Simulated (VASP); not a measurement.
All values below come from revTPSS meta-GGA, VASP's PBE PAW potentials (set 64) (plane waves; VASP).

VASP ran on this input.

File KPOINTS:
```
Automatic mesh
0
gamma
 8 8 8
0 0 0
```

### POSCAR
```
NaCl
1.0
  0.0000000000   2.8859491207   2.8859491207
  2.8859491207   0.0000000000   2.8859491207
  2.8859491207   2.8859491207   0.0000000000
Na Cl
1 1
Cart
  0.0000000000   0.0000000000   0.0000000000
  2.8859491207   2.8859491207   2.8859491207
```

INCAR:
```
ALGO = Normal
EDIFF = 1E-7
ENCUT = 520
ISIF = 2
ISMEAR = 0
LASPH = .TRUE.
LCHARG = .FALSE.
LMIXTAU = .TRUE.
LREAL = .FALSE.
LWAVE = .FALSE.
METAGGA = RTPSS
NELM = 100
PREC = Accurate
SIGMA = 0.05
SYSTEM = NaCl
```

POTCAR, in this order: Na_pv Cl (PBE.64 set). Program: vasp_std.

Problem. Estimate the energy per atom (σ→0), pressure, band gap (on the k-mesh).

Solution. 
| Property | Result |
|---|---|
| energy per atom (σ→0) | -4.687 eV/atom |
| band gap (on the k-mesh) | 5.18 eV |
| pressure | -1.22 GPa |

### OSZICAR
```
...
DAV:  11    -0.937420369418E+01   -0.30830E-02   -0.16038E-03   740   0.498E-01    0.987E-02
DAV:  12    -0.937373178208E+01    0.47191E-03   -0.35877E-04   719   0.247E-01    0.798E-02
DAV:  13    -0.937426317690E+01   -0.53139E-03   -0.24174E-04   674   0.247E-01    0.170E-02
DAV:  14    -0.937433097141E+01   -0.67795E-04   -0.33777E-05   716   0.988E-02    0.882E-03
DAV:  15    -0.937433452221E+01   -0.35508E-05   -0.16203E-06   722   0.157E-02    0.919E-03
DAV:  16    -0.937433562576E+01   -0.11036E-05   -0.24541E-06   647   0.267E-02    0.252E-03
DAV:  17    -0.937433555628E+01    0.69480E-07   -0.86636E-07   764   0.991E-03
   1 F= -.93743356E+01 E0= -.93743356E+01  d E =-.238994E-12
```

The compound is NaCl in the rock salt structure. This cell is one point of a volume scan, at 1.06 of the reference volume.
